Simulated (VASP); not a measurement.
A run of VASP 6.6.1 is set up as follows.

INCAR

```
SYSTEM = La
PREC     = Accurate       ! precision mode
ENCUT    = 600            ! plane-wave cutoff, eV
EDIFF    = 1E-6           ! SCF threshold, eV
ISMEAR   = 1              ! smearing method
SIGMA    = 0.1            ! smearing width, eV
LREAL    = .FALSE.        ! projectors in reciprocal space
LASPH    = .TRUE.         ! aspherical terms in the spheres
NELM     = 80             ! most SCF steps
ALGO     = Normal         ! electronic algorithm
ISIF     = 3              ! what is computed and relaxed
LWAVE    = .FALSE.        ! write WAVECAR
LCHARG   = .FALSE.        ! write CHGCAR
GGA      = PE             ! functional
IVDW     = 12             ! dispersion correction
IBRION   = 2              ! ionic algorithm
NSW      = 90             ! ionic steps
EDIFFG   = -0.01          ! ionic threshold
```

File KPOINTS:

```
regular mesh
0
G
  12 12 3
  0 0 0
```

The input POSCAR:

```
La
1.0
    3.7700000000      0.0000000000      0.0000000000
   -1.8850000000      3.2649157723      0.0000000000
    0.0000000000      0.0000000000     12.1590000000
La
4
Direct
    0.0000000000      0.0000000000      0.0000000000
    0.0000000000      0.0000000000      0.5000000000
    0.3333333333      0.6666666667      0.7500000000
    0.6666666667      0.3333333333      0.2500000000
```

Potentials or basis: VASP PAW PBE potentials, release 64 (La).

Run with:

```bash
$ cat potpaw_PBE.64/La/POTCAR > POTCAR
$ mpirun -np 1 vasp_std > vasp.out
```

Q: What does it give for the relaxed volume?

A: 34.54 Å³/atom.

Q: What does it give for the space group after relaxing (to 0.05 Å)?

A: P6_3/mmc (No. 194).

Step by step:
| step | energy change (eV) | largest force (eV/Å) | pressure (GPa) | volume (Å³) |
| --- | --- | --- | --- | --- |
| 1 | 0.0000 | 0.0000 | -1.97 | 149.66 |
| 2 | -0.0733 | 0.0000 | -0.38 | 139.90 |
| 3 | -0.0754 | 0.0000 | 0.01 | 137.93 |
| 4 | -0.0754 | 0.0000 | -0.03 | 138.16 |
| 5 | -0.0754 | 0.0000 | -0.02 | 138.16 |

Caveat: pairwise dispersion overbinds metals, which lowers pressure and volume. The run has no spin-orbit coupling, so splittings on La are missing.
